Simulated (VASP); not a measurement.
The input files of a VASP run:

File POSCAR:
```
HgBr2
25.3594960
  0.0871508840  -0.1355822260   0.0000000000
  0.0871508840   0.1355822260   0.0000000000
  0.0000000000   0.0000000000   0.5000000085
Hg Br
2 4
Cartesian
  0.0871508840  -0.0386124364   0.4163853746
  0.0871508840   0.0386124364   0.1663853703
  0.0871508840  -0.0363192354   0.2305762489
  0.0871508840   0.0363192354   0.4805762532
  0.0871508840  -0.1144920628   0.3530383935
  0.0871508840   0.1144920628   0.1030383893
```

### INCAR
```
SYSTEM = HgBr2
PREC = Accurate; ENCUT = 400; LREAL = .FALSE.
LASPH = .TRUE.
EDIFF = 1E-7; NELM = 100; ALGO = Normal
LMAXMIX = 6
ISMEAR = -5
GGA = PS
ISIF = 2
LWAVE = .FALSE.; LCHARG = .TRUE.; LORBIT = 11
NEDOS = 601
LEFG = .TRUE.
```

### KPOINTS
```
Automatic mesh
0
Gamma
7 7 2
0 0 0
```

POTCAR, in this order: Hg Br (PBE.64 set). Program: vasp_std.

Question: Translate this PBEsol calculation to Ansatz.

Answer: One equivalent input (not run):
Ansatz 0.2 input:
```yaml
crystal:
  lattice:
    - [2.2101025, -3.4382969, 0.0000000]
    - [2.2101025, 3.4382969, 0.0000000]
    - [0.0000000, 0.0000000, 12.6797482]
  atoms:
    - { symbol: Hg, position: [0.6423949, 0.3576051, 0.8327707] }
    - { symbol: Hg, position: [0.3576051, 0.6423949, 0.3327707] }
    - { symbol: Br, position: [0.6339380, 0.3660620, 0.4611525] }
    - { symbol: Br, position: [0.3660620, 0.6339380, 0.9611525] }
    - { symbol: Br, position: [0.9222237, 0.0777763, 0.7060768] }
    - { symbol: Br, position: [0.0777763, 0.9222237, 0.2060768] }
kpoints:
  mp_grid: { grid: [7, 7, 2] }
hamiltonian:
  xc: pbesol
  pseudopotentials: { kind: paw }
scf:
  occupations: { method: tetrahedron }
  max_iter: 100
output: { forces: true, stress: true, eigenvalues: true }
```
The two are equivalent in intent, not identical: each code has its own PAW files, so the cut-off isn't converted (ENCUT is set for VASP's; basis.ecutwfc is left out, and Ansatz then takes the one that its files recommend); Ansatz stops its SCF on the density residual and VASP on the energy change (EDIFF); the field gradients of LEFG aren't asked of the other code.

The compound is HgBr2 in the sg36 structure. It was relaxed first.
